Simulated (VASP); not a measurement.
# SbPbBrO2 (I4mm) in VASP: single point with LDA

Aim: the single point of SbPbBrO2 with LDA.

Program: VASP 6.6.1. These are calculated values, not measurements. Logs are shortened: lines on timing, memory, paths and dates and some standing lists are left out, and cuts for length are marked.

### 1 The structure

It takes space group I4mm (No. 107, tetragonal). The conventional cell has a = 3.932 Å, b = 3.932 Å, c = 13.003 Å, α = 90.00°, β = 90.00°, γ = 90.00°. Around Sb (site symmetry 4mm) lie 4 O at 2.19 Å. Pb (site symmetry 4mm) has 4 O at 2.48 Å as nearest neighbours. Br (site symmetry 4mm) has 4 Pb at 3.33 Å and 4 Sb at 3.54 Å and 4 O at 3.72 Å as nearest neighbours. O (site symmetry 2mm) has 2 Sb at 2.19 Å and 2 Pb at 2.48 Å as nearest neighbours.

The cell comes from a database or a generator and needn't be the stable form of this composition.

### 2 Single point, LDA

File INCAR:

```
SYSTEM = SbPbBrO2
ALGO = Normal ; EDIFF = 1E-6
ENCUT = 520 ; ISIF = 2
ISMEAR = 0 ; LASPH = .True.
LCHARG = .False. ; LREAL = .False.
LWAVE = .False. ; NBANDS = 27
NELM = 100 ; PREC = Accurate
SIGMA = 0.1
```

File KPOINTS:

```
k-points
0
Gamma
  6 6 6
  0 0 0
```

File POSCAR:

```
SbPbBrO2
1.0
   -1.9659650000      1.9659650000      6.5014280000
    1.9659650000     -1.9659650000      6.5014280000
    1.9659650000      1.9659650000     -6.5014280000
Sb Pb Br O
1 1 1 2
Direct
    0.3289460000      0.3289460000      0.0000000000
    0.6388140000      0.6388140000      0.0000000000
    0.9980070000      0.9980070000      0.0000000000
    0.7550170000      0.2550170000      0.5000000000
    0.2550170000      0.7550170000      0.5000000000
```

Potentials or basis: VASP PAW LDA potentials, release 64 (Sb, Pb_d, Br, O).

On the command line:

```console
$ cat potpaw_LDA.64/Sb/POTCAR potpaw_LDA.64/Pb_d/POTCAR potpaw_LDA.64/Br/POTCAR potpaw_LDA.64/O/POTCAR > POTCAR
$ mpirun -np 1 vasp_std > vasp.out
```

OUTCAR:

```text
SYSTEM = SbPbBrO2
   EDIFF = 1E-6
   ENCUT = 520
   ISIF = 2
   ISMEAR = 0
   LASPH = .True.
   LREAL = .False.
   NELM = 100
   PREC = Accurate

 ion  position               nearest neighbor table
   1  0.329  0.329  0.000-   4 2.19   5 2.19   5 2.19   4 2.19   2 3.72   2 3.72   2 3.72   2 3.72

   2  0.639  0.639  0.000-   4 2.48   5 2.48   5 2.48   4 2.48   3 3.33   3 3.33   3 3.33   3 3.33
                             1 3.72   1 3.72   1 3.72   1 3.72
   3  0.998  0.998  0.000-   2 3.33   2 3.33   2 3.33   2 3.33
   4  0.755  0.255  0.500-   1 2.19   1 2.19   2 2.48   2 2.48
   5  0.255  0.755  0.500-   1 2.19   1 2.19   2 2.48   2 2.48

  LATTYP: Found a body centered tetragonal cell.
 ALAT       =     3.9319300000
 C/A-ratio  =     3.3069907145

  Lattice vectors:

 A1 = (  -1.9659650000,   1.9659650000,   6.5014280000)
 A2 = (   1.9659650000,  -1.9659650000,   6.5014280000)
 A3 = (   1.9659650000,   1.9659650000,  -6.5014280000)

Analysis of symmetry for initial positions (statically):
=====================================================================
 Subroutine PRICEL returns:
 Original cell was already a primitive cell.

 Routine SETGRP: Setting up the symmetry group for a
 body centered tetragonal supercell.

 Subroutine GETGRP returns: Found  8 space group operations
 (whereof  8 operations were pure point group operations)
 out of a pool of 16 trial point group operations.

The static configuration has the point symmetry C_4v.

Analysis of symmetry for dynamics (positions and initial velocities):
=====================================================================
 Subroutine PRICEL returns:
 Original cell was already a primitive cell.

 Routine SETGRP: Setting up the symmetry group for a
 body centered tetragonal supercell.

 Subroutine GETGRP returns: Found  8 space group operations
 (whereof  8 operations were pure point group operations)
 out of a pool of 16 trial point group operations.

The dynamic configuration has the point symmetry C_4v.

 Subroutine INISYM returns: Found  8 space group operations
 (whereof  8 operations are pure point group operations),
 and found     1 'primitive' translations

----------------------------------------------------------------------------------------

                                     Primitive cell

  volume of cell :     100.5126

  direct lattice vectors                    reciprocal lattice vectors
    -1.965965000  1.965965000  6.501428000     0.000000000  0.254328027  0.076906181
     1.965965000 -1.965965000  6.501428000     0.254328027  0.000000000  0.076906181
[... 97 lines left out ...]
   ISIF   =      2    stress and relaxation
   ISYM   =      2    0-nonsym 1-usesym 2-fastsym
   POTIM  = 0.5000    time-step for ionic-motion
   TEBEG  =    0.0;   TEEND  =   0.0 temperature during run
   PSTRESS=    0.0 pullay stress
   NELECT =      38.0000    total number of electrons
   NUPDOWN=      -1.0000    fix difference up-down
   EMIN   =  10.00;   EMAX   =-10.00  energy-range for DOS
   EFERMI =   0.00;   METHOD = LEGACY
   ISMEAR =     0;   SIGMA  =   0.10  broadening in eV -4-tet -1-fermi 0-gaus
   EFERMI_NEDOS =   21; number of points for ismear=-14 and -15
   IALGO  =     38    algorithm
   IMIX   =      4    mixing-type and parameters
     AMIX     =   0.40;   BMIX     =  1.00
     AMIX_MAG =   1.60;   BMIX_MAG =  1.00
  volume/ion in A,a.u.               =      20.10       135.66
  Fermi-wavevector in a.u.,A,eV,Ry     =   1.183757  2.236977 19.065583  1.401281
  Thomas-Fermi vector in A             =   2.319985
   LORBIT       =      0    0 simple, 1 ext, 2 COOP (PROOUT), +10 PAW based schemes
   GGA     = CA    functional components
   LHFCALC =     F    Hartree Fock is set to
   AEXX    =    0.0000 exact exchange contribution
   IVDW    =     0    specifies the selected vdW correction
   LEPSILON=     F    determine dielectric tensor
   LRPA    =     F    only Hartree local field effects (RPA)
 non-spin polarized calculation
 Gauss-broadening in eV      SIGMA  =   0.10
  energy-cutoff  :      520.00
  volume of cell :      100.51
 maximum number of plane-waves:      2745
 NGX is ok and might be reduce to    54
   NGX = 27   NGY = 27   NGZ = 27

 number of electron      38.0000002 magnetization

 Free energy of the ion-electron system (eV)
  ---------------------------------------------------
  ext. energy  EPLUGINS =         0.00000000
  ---------------------------------------------------
  free energy    TOTEN  =       -28.56621213 eV

  energy without entropy =      -28.56621213  energy(sigma->0) =      -28.56621213

 E-fermi :   4.8098     XC(G=0): -10.2504

 val. band max:        4.3280407881   @ k =  -0.3333   0.3333   0.3333
 cond. band min:       5.6693469482   @ k =   0.5000   0.5000   0.5000
 fundamental gap:      1.3413061601
 Fermi energy:         4.8097506135

 k-point     1 :       0.0000    0.0000    0.0000
  band No.  band energies     occupation
      1     -13.9964      2.00000
      2     -12.3338      2.00000
      3     -11.1717      2.00000
      4     -11.1717      2.00000
      5     -11.1694      2.00000
      6     -11.1683      2.00000
[... 709 lines left out ...]
     26      11.9411      0.00000
     27      12.6712      0.00000

 [... further k-points ...]

------------------------ aborting loop because EDIFF is reached ----------------------------------------

  FORCE on cell =-STRESS in cart. coord.  units (eV):
  Direction    XX          YY          ZZ          XY          YZ          ZX
  --------------------------------------------------------------------------------------
  -------------------------------------------------------------------------------------
  Total       -4.1219111     -4.1219111     -3.2450099      0.0000000     -0.0000000      0.0000000
  in kB      -65.7035586    -65.7035586    -51.7256907      0.0000000     -0.0000000      0.0000000
  external PRESSURE =     -61.0442693 kB  Pullay stress =       0.0000000 kB

 VOLUME and BASIS-vectors are now :
 -----------------------------------------------------------------------------
  energy-cutoff  :      520.00
  volume of cell :      100.51
      direct lattice vectors                 reciprocal lattice vectors
    -1.965965000  1.965965000  6.501428000     0.000000000  0.254328027  0.076906181
     1.965965000 -1.965965000  6.501428000     0.254328027  0.000000000  0.076906181
     1.965965000  1.965965000 -6.501428000     0.254328027  0.254328027  0.000000000

 POSITION                                       TOTAL-FORCE (eV/Angst)
 -----------------------------------------------------------------------------------
      0.00000      0.00000      4.27724         0.000000      0.000000     -0.589355
      0.00000      0.00000      8.30641        -0.000000     -0.000000      0.546209
      0.00000      0.00000     12.97694         0.000000      0.000000      0.111807
      0.00000      1.96596      3.31595        -0.000000     -0.000000     -0.034331
      1.96596      0.00000      3.31595        -0.000000     -0.000000     -0.034331
 -----------------------------------------------------------------------------------
    total drift:                                0.000000      0.000000      0.000127

  FREE ENERGIE OF THE ION-ELECTRON SYSTEM (eV)
  ---------------------------------------------------
  free  energy   TOTEN  =       -28.5662121334 eV

  energy  without entropy=      -28.5662121334  energy(sigma->0) =      -28.56621213
```

It took 1.9 min on 1 thread of Intel Xeon 6975P-C (Granite Rapids), shared host; peak memory 0.36 GiB.

What came out:

```yaml
Free_energy: -28.5662 eV
Pressure: -6.1 GPa
Largest_force: 0.589 eV/Å
Band_gap_on_the_k_mesh: 1.34 eV, indirect (least direct gap 2.22 eV)
```

Forces on the atoms (eV/Å):
```
Sb   0.000  0.000 -0.589
Pb   0.000  0.000  0.546
Br   0.000  0.000  0.112
O    0.000  0.000 -0.034
O    0.000  0.000 -0.034
```

Stress tensor (GPa, compression positive):
```
-6.57  0.00  0.00
 0.00 -6.57  0.00
 0.00  0.00 -5.17
```

Caveat: spin-orbit coupling is left out, which as a rule narrows the gap of such compounds by several tenths of an eV.
